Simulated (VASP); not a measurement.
# NbTe (Pm-3m) in VASP: equation of state, part 2 of 2

VASP 6.6.1. The steps go on from the part before.

## 4. Equation of state, PBE, 19.70 Å³/atom (volume scaled by 0.98)

INCAR

```
PREC = Accurate
ENCUT = 520
EDIFF = 1E-7
ISMEAR = -1
SIGMA = 0.05
LREAL = False
LASPH = True
NELM = 100
ALGO = Normal
ISIF = 2
LWAVE = False
LCHARG = False
GGA = PE
NBANDS = 16
```

KPOINTS

```
Automatic mesh
0
Gamma
  8 8 8
```

POSCAR

```
NbTe
1.0
    3.4027080321      0.0000000000      0.0000000000
    0.0000000000      3.4027080321      0.0000000000
    0.0000000000      0.0000000000      3.4027080321
Nb Te
1 1
Direct
    0.5000000000      0.5000000000      0.5000000000
    0.0000000000      0.0000000000      0.0000000000
```

Potentials or basis: VASP PAW PBE potentials, release 64 (Nb_sv, Te).

On the command line:

```sh
cat potpaw_PBE.64/Nb_sv/POTCAR potpaw_PBE.64/Te/POTCAR > POTCAR
mpirun -np 1 vasp_std > vasp.out
```

OUTCAR:

```text
PREC = Accurate
   ENCUT = 520
   EDIFF = 1E-7
   ISMEAR = -1
   LREAL = False
   LASPH = True
   NELM = 100
   ISIF = 2
   GGA = PE

 Found     35 irreducible k-points:

 Following reciprocal coordinates:
            Coordinates               Weight
  0.000000  0.000000  0.000000      1.000000
  0.125000  0.000000  0.000000      6.000000
  0.250000  0.000000  0.000000      6.000000
  0.375000  0.000000  0.000000      6.000000
  0.500000  0.000000  0.000000      3.000000
  0.125000  0.125000  0.000000     12.000000
   k-points           NKPTS =     35   k-points in BZ     NKDIM =     35   number of bands    NBANDS=     16
   number of dos      NEDOS =    301   number of ions     NIONS =      2
   total plane-waves  NPLWV =  21952
   dimension x,y,z NGX =    28 NGY =   28 NGZ =   28
   dimension x,y,z NGXF=    56 NGYF=   56 NGZF=   56
   ions per type =               1   1
   NGX,Y,Z   is equivalent  to a cutoff of  13.68, 13.68, 13.68 a.u.
   NGXF,Y,Z  is equivalent  to a cutoff of  27.36, 27.36, 27.36 a.u.
 SYSTEM =  unknown system
   PREC   = accura    normal or accurate (medium, high low for compatibility)
   ISTART =      0    job   : 0-new  1-cont  2-samecut
   ICHARG =      2    charge: 1-file 2-atom 10-const
   ISPIN  =      1    spin polarized calculation?
   LNONCOLLINEAR =      F non collinear calculations
   LSORBIT =      F    spin-orbit coupling
   LASPH  =      T    aspherical Exc in radial PAW
   ENCUT  =  520.0 eV  38.22 Ry    6.18 a.u.   6.33  6.33  6.33*2*pi/ulx,y,z
   NELM   =    100;   NELMIN=  2; NELMDL= -5     # of ELM steps
   EDIFF  = 0.1E-06   stopping-criterion for ELM
   LREAL  =      F    real-space projection
   EDIFFG = 0.1E-05   stopping-criterion for IOM
   NSW    =      0    number of steps for IOM
   IBRION =     -1    ionic relax: 0-MD 1-quasi-New 2-CG
   NFREE  =      0    steps in history (QN), initial steepest desc. (CG)
   ISIF   =      2    stress and relaxation
   ISYM   =      2    0-nonsym 1-usesym 2-fastsym
   POTIM  = 0.5000    time-step for ionic-motion
   TEBEG  =    0.0;   TEEND  =   0.0 temperature during run
   PSTRESS=    0.0 pullay stress
   NELECT =      19.0000    total number of electrons
   NUPDOWN=      -1.0000    fix difference up-down
   EMIN   =  10.00;   EMAX   =-10.00  energy-range for DOS
   EFERMI =   0.00;   METHOD = LEGACY
   ISMEAR =    -1;   SIGMA  =   0.05  broadening in eV -4-tet -1-fermi 0-gaus
   EFERMI_NEDOS =   21; number of points for ismear=-14 and -15
   IALGO  =     38    algorithm
   IMIX   =      4    mixing-type and parameters
     AMIX     =   0.40;   BMIX     =  1.00
     AMIX_MAG =   1.60;   BMIX_MAG =  1.00
  volume/ion in A,a.u.               =      19.70       132.94
  Fermi-wavevector in a.u.,A,eV,Ry     =   1.283812  2.426052 22.424750  1.648173
  Thomas-Fermi vector in A             =   2.416042
   LORBIT       =      0    0 simple, 1 ext, 2 COOP (PROOUT), +10 PAW based schemes
   GGA     = PE    functional components
[... 5 lines left out ...]
 non-spin polarized calculation
  energy-cutoff  :      520.00
  volume of cell :       39.40
 maximum number of plane-waves:      1080
 NGX is ok and might be reduce to    28
   NGX = 13   NGY = 13   NGZ = 13

 number of electron      18.9999999 magnetization

 Free energy of the ion-electron system (eV)
  ---------------------------------------------------
  ext. energy  EPLUGINS =         0.00000000
  ---------------------------------------------------
  free energy    TOTEN  =       -13.49014863 eV

  energy without entropy =      -13.47019727  energy(sigma->0) =      -13.48017295

 E-fermi :  12.3983     XC(G=0): -11.9089

 val. band max:       12.3950267392   @ k =   0.2500   0.0000   0.0000
 cond. band min:      12.4569756445   @ k =   0.3750   0.3750   0.2500
 fundamental gap:      0.0619489054
 Fermi energy:        12.3982914208

 k-point     1 :       0.0000    0.0000    0.0000
  band No.  band energies     occupation
      1     -42.8591      2.00000
      2     -18.8744      2.00000
      3     -18.8744      2.00000
      4     -18.8744      2.00000
      5      -2.1350      2.00000
      6       9.6360      2.00000
[... 8 lines left out ...]
     15      20.6355      0.00000
     16      20.6355      0.00000

 k-point     2 :       0.1250    0.0000    0.0000
  band No.  band energies     occupation
      1     -42.8571      2.00000
      2     -18.9068      2.00000
      3     -18.8710      2.00000
      4     -18.8710      2.00000
      5      -1.9426      2.00000
      6       8.6971      2.00000
[... 8 lines left out ...]
     15      19.8015      0.00000
     16      21.1915      0.00000
[... 45 lines left out ...]
      5      -0.3270      2.00000
      6       4.4358      2.00000
[... 8 lines left out ...]
     15      17.9497      0.00000
     16      19.7856      0.00000

 k-point     6 :       0.1250    0.1250    0.0000
  band No.  band energies     occupation
      1     -42.8551      2.00000
      2     -18.9054      2.00000
      3     -18.9006      2.00000
      4     -18.8677      2.00000
      5      -1.7597      2.00000
      6       8.7645      2.00000
[... 8 lines left out ...]
     15      19.9484      0.00000
     16      20.9437      0.00000

 [... further k-points ...]
[... 5 lines left out ...]
  --------------------------------------------------------------------------------------
  -------------------------------------------------------------------------------------
  Total        0.6382873      0.6382873      0.6382873     -0.0000000     -0.0000000      0.0000000
  in kB       25.9568929     25.9568929     25.9568929     -0.0000000     -0.0000000      0.0000000
  external PRESSURE =      25.9568929 kB  Pullay stress =       0.0000000 kB

 VOLUME and BASIS-vectors are now :
 -----------------------------------------------------------------------------
  energy-cutoff  :      520.00
  volume of cell :       39.40
      direct lattice vectors                 reciprocal lattice vectors
     3.402708032  0.000000000  0.000000000     0.293883575  0.000000000  0.000000000
     0.000000000  3.402708032  0.000000000     0.000000000  0.293883575  0.000000000
     0.000000000  0.000000000  3.402708032     0.000000000  0.000000000  0.293883575

 POSITION                                       TOTAL-FORCE (eV/Angst)
 -----------------------------------------------------------------------------------
      1.70135      1.70135      1.70135         0.000000      0.000000      0.000000
      0.00000      0.00000      0.00000         0.000000      0.000000      0.000000
 -----------------------------------------------------------------------------------
    total drift:                                0.000000      0.000000      0.000000

  FREE ENERGIE OF THE ION-ELECTRON SYSTEM (eV)
  ---------------------------------------------------
  free  energy   TOTEN  =       -13.4901486259 eV

  energy  without entropy=      -13.4701972652  energy(sigma->0) =      -13.48017295
```

stdout:

```text
POSCAR found type information on POSCAR NbTe
 POSCAR found :  2 types and       2 ions
 scaLAPACK will be used
 LDA part: xc-table for (Slater+PW92), standard interpolation
 POSCAR, INCAR and KPOINTS ok, starting setup
 FFT: planning ... GRIDC
 FFT: planning ... GRID_SOFT
 FFT: planning ... GRID
 WAVECAR not read
 entering main loop
```

Wall time 25 s (1 thread of Intel Xeon Platinum 8488C (Sapphire Rapids), shared host); peak memory 0.16 GiB.

What came out:

| Quantity | Value |
| --- | --- |
| Free energy | -13.4901 eV |
| Pressure | 2.6 GPa |
| Band gap on the k mesh | none (metal or under the smearing width) |

## 5. Equation of state, PBE, 20.50 Å³/atom (volume scaled by 1.02)

INCAR

```
SYSTEM = NbTe
PREC = Accurate
ENCUT = 520
EDIFF = 1E-7
ISMEAR = -1
SIGMA = 0.05
LREAL = .FALSE.
LASPH = .TRUE.
NELM = 80
ALGO = Normal
ISIF = 2
LWAVE = .FALSE.
LCHARG = .FALSE.
GGA = PE
NBANDS = 16
```

KPOINTS

```
regular mesh
0
G
  8 8 8
  0 0 0
```

POSCAR

```
NbTe
1.0
    3.4483874161      0.0000000000      0.0000000000
    0.0000000000      3.4483874161      0.0000000000
    0.0000000000      0.0000000000      3.4483874161
Nb Te
1 1
Direct
    0.5000000000      0.5000000000      0.5000000000
    0.0000000000      0.0000000000      0.0000000000
```

On the command line:

```sh
cat potpaw_PBE.64/Nb_sv/POTCAR potpaw_PBE.64/Te/POTCAR > POTCAR
mpirun -np 1 vasp_std > vasp.out
```

It took 35 s on 1 thread of Intel Xeon Platinum 8488C (Sapphire Rapids), shared host; peak memory 0.16 GiB.

The run converged. Its results:

| Property | Result |
| --- | --- |
| Free energy | -13.4893 eV |
| Pressure | -2.7 GPa |
| Band gap on the k mesh | none (metal or under the smearing width) |

## 6. Equation of state, PBE, 20.91 Å³/atom (volume scaled by 1.04)

INCAR: that of step 5 with these lines changed.

```diff
@@ -8,3 +8,3 @@
 LASPH = .TRUE.
-NELM = 80
+NELM = 100
 ALGO = Normal
```

KPOINTS

```
Automatic mesh
0
G
  8 8 8
  0 0 0
```

POSCAR

```
NbTe
1.0
    3.4707801697      0.0000000000      0.0000000000
    0.0000000000      3.4707801697      0.0000000000
    0.0000000000      0.0000000000      3.4707801697
Nb Te
1 1
Direct
    0.5000000000      0.5000000000      0.5000000000
    0.0000000000      0.0000000000      0.0000000000
```

Potentials or basis: VASP PAW PBE potentials, release 64 (Nb_sv, Te).

On the command line:

```sh
cat potpaw_PBE.64/Nb_sv/POTCAR potpaw_PBE.64/Te/POTCAR > POTCAR
mpirun -np 1 vasp_std > vasp.out
```

Wall time 27 s (1 thread of Intel Xeon Platinum 8488C (Sapphire Rapids), shared host); peak memory 0.16 GiB.

The run converged. Its results:

```
Free energy            : -13.4705 eV
Pressure               : -4.9 GPa
Band gap on the k mesh : none (metal or under the smearing width)
```

## 7. Equation of state, PBE, 21.31 Å³/atom (volume scaled by 1.06)

INCAR

```
SYSTEM = NbTe
PREC     = Accurate       ! precision mode
ENCUT    = 520            ! plane-wave cutoff, eV
EDIFF    = 1E-7           ! SCF threshold, eV
ISMEAR   = -1             ! smearing method
SIGMA    = 0.05           ! smearing width, eV
LREAL    = .FALSE.        ! projectors in reciprocal space
LASPH    = .TRUE.         ! aspherical terms in the spheres
NELM     = 80             ! most SCF steps
ALGO     = Normal         ! electronic algorithm
ISIF     = 2              ! what is computed and relaxed
LWAVE    = .FALSE.        ! write WAVECAR
LCHARG   = .FALSE.        ! write CHGCAR
GGA      = PE             ! functional
NBANDS   = 16             ! bands
```

KPOINTS

```
regular mesh
0
G
  8 8 8
  0 0 0
```

POSCAR

```
NbTe
1.0
    3.4928876458      0.0000000000      0.0000000000
    0.0000000000      3.4928876458      0.0000000000
    0.0000000000      0.0000000000      3.4928876458
Nb Te
1 1
Direct
    0.5000000000      0.5000000000      0.5000000000
    0.0000000000      0.0000000000      0.0000000000
```

On the command line:

```sh
cat potpaw_PBE.64/Nb_sv/POTCAR potpaw_PBE.64/Te/POTCAR > POTCAR
mpirun -np 1 vasp_std > vasp.out
```

Wall time 41 s (1 thread of Intel Xeon Platinum 8488C (Sapphire Rapids), shared host); peak memory 0.16 GiB.

Results (log left out):

| Item | Value |
| --- | --- |
| Free energy | -13.4413 eV |
| Pressure | -6.8 GPa |
| Band gap on the k mesh | none (metal or under the smearing width) |

## 8. Equation of state, PBE

Potentials or basis: VASP PAW PBE potentials, release 64 (Nb_sv, Te).

This step only gathers the single runs of the series.

Results:

```yaml
Equilibrium_volume: 20.08 Å³/atom
Bulk_modulus: 132 GPa
Pressure_derivative_of_the_bulk_modulus: 4.7
```

Energy against volume, from the lowest point:
| volume (Å³/atom) | energy (meV/atom) |
| --- | --- |
| 18.895 | 32.24 |
| 19.297 | 13.53 |
| 19.699 | 3.07 |
| 20.101 | 0.00 |
| 20.503 | 3.50 |
| 20.905 | 12.89 |
| 21.307 | 27.51 |

Spin-orbit coupling is left out, which matters for the levels of Te.
